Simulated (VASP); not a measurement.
Here is a VASP 6.6.1 calculation.

POSCAR

```
SiH2OF4
1.0
    8.1230960000      0.0000000000      0.0000000000
    0.0000000000      8.1230960000      0.0000000000
    0.0000000000      0.0000000000      8.1230960000
Si F O H
5 20 5 10
Direct
    0.7855994808      0.3611923336      0.3281138128
    0.3132303250      0.6108508382      0.7442974945
    0.1333112400      0.7782008239      0.2551367114
    0.8198967487      0.2065837951      0.8287357431
    0.3459764602      0.1900383795      0.0605187973
    0.7360124760      0.4828700781      0.1784787475
    0.7587993543      0.4800509559      0.4750036193
    0.6660268449      0.2100061356      0.3540768200
    0.9725602160      0.3012767546      0.3247899569
    0.5069988093      0.5817240126      0.7823987307
    0.2640003270      0.5188292740      0.5842846127
    0.2402532236      0.5288993261      0.9019098137
    0.3118022980      0.8063551139      0.7384376597
    0.3112606326      0.6980097244      0.2543488345
    0.0422991431      0.6057296381      0.2731101541
    0.1651956348      0.8943264982      0.4254658569
    0.1412269411      0.8726721930      0.0876513093
    0.9044704137      0.3750417329      0.8015539888
    0.8070568168      0.1770260994      1.0207684361
    0.6370477463      0.2157305540      0.7490863090
    0.9008757252      0.0417451671      0.7494679369
    0.4688975730      0.3341213744      0.0343957526
    0.3653656192      0.1044675577      0.2269208686
    0.1575261452      0.2036908095      0.0227253254
    0.4228560145      0.0563578222     -0.0492669298
    0.6193820681      0.8236145430      0.4055719642
   -0.0221221071      0.6821044587      0.7026754331
    0.7912992780      0.7843068702      0.9820024286
    0.9199324986      0.8738293872      0.2628185116
    0.2135638924      0.1722249743      0.7015059283
    0.5727865336      0.9268018007      0.4127859624
    0.5464911408      0.7636743429      0.3348107667
   -0.1060186904      0.7599196169      0.7040788389
   -0.0979429518      0.5941084532      0.7420569694
    0.8934155155      0.7434849964      0.9314182671
    0.6890476242      0.7105049602      0.9823471248
    0.8533815186      0.8525567099      0.1532543749
    0.8538000782      0.8536154195      0.3607368422
    0.2021027451      0.2301708610      0.6042646794
    0.3275598368      0.1372506246      0.6862285020
```

Contents of INCAR.step1:

```
SYSTEM = SiH2OF4
ALGO     = Normal         ! electronic algorithm
EDIFF    = 1E-4           ! SCF threshold, eV
ENCUT    = 520            ! plane-wave cutoff, eV
GGA      = PE             ! functional
ISMEAR   = -1             ! smearing method
LASPH    = .True.         ! aspherical terms in the spheres
LCHARG   = .False.        ! write CHGCAR
LREAL    = Auto         
LWAVE    = .True.         ! write WAVECAR
NBANDS   = 126            ! bands
NELM     = 60             ! most SCF steps
PREC     = Accurate       ! precision mode
SIGMA    = 0.02           ! smearing width, eV
```

INCAR.step2

```
SYSTEM = SiH2OF4
ALGO     = Normal         ! electronic algorithm
EDIFF    = 1E-7           ! SCF threshold, eV
ENCUT    = 520            ! plane-wave cutoff, eV
ISIF     = 2              ! what is computed and relaxed
ISMEAR   = -1             ! smearing method
ISTART   = 1            
IVDW     = 12             ! dispersion correction
LASPH    = .True.         ! aspherical terms in the spheres
LCHARG   = .False.        ! write CHGCAR
LMIXTAU  = .True.       
LREAL    = Auto         
LWAVE    = .False.        ! write WAVECAR
METAGGA  = R2SCAN         ! meta-GGA
NBANDS   = 126            ! bands
NELM     = 60             ! most SCF steps
PREC     = Accurate       ! precision mode
SIGMA    = 0.02           ! smearing width, eV
VDW_A1   = 0.49484001   
VDW_A2   = 5.73083694   
VDW_S6   = 1.0          
VDW_S8   = 0.78981345
```

Contents of KPOINTS:

```
k-points
0
Gamma
  1 1 1
  0 0 0
```

Potentials or basis: VASP PAW PBE potentials, release 64 (Si, F, O, H).

Command:

```sh
$ cat potpaw_PBE.64/Si/POTCAR potpaw_PBE.64/F/POTCAR potpaw_PBE.64/O/POTCAR potpaw_PBE.64/H/POTCAR > POTCAR
$ cp INCAR.step1 INCAR
$ mpirun -np 1 vasp_gam > vasp.out
$ cp INCAR.step2 INCAR
$ mpirun -np 1 vasp_gam > vasp.out
```

Problem. Estimate the band gap on the k mesh.

Solution. 5.21 eV, direct.

Problem. Estimate the largest force.

Solution. 4.282 eV/Å.

Problem. What does it give for the dispersion energy per atom?

Solution. -0.026 eV.

Stress tensor (GPa, compression positive):
```
-2.72 -0.66 -1.07
-0.66  0.45 -0.68
-1.07 -0.68  1.22
```

Caveat: the PAW data sets were made with another functional, which shifts forces and pressure a little. r2SCAN opens gaps a little over a GGA but as a rule still falls short of measured ones.
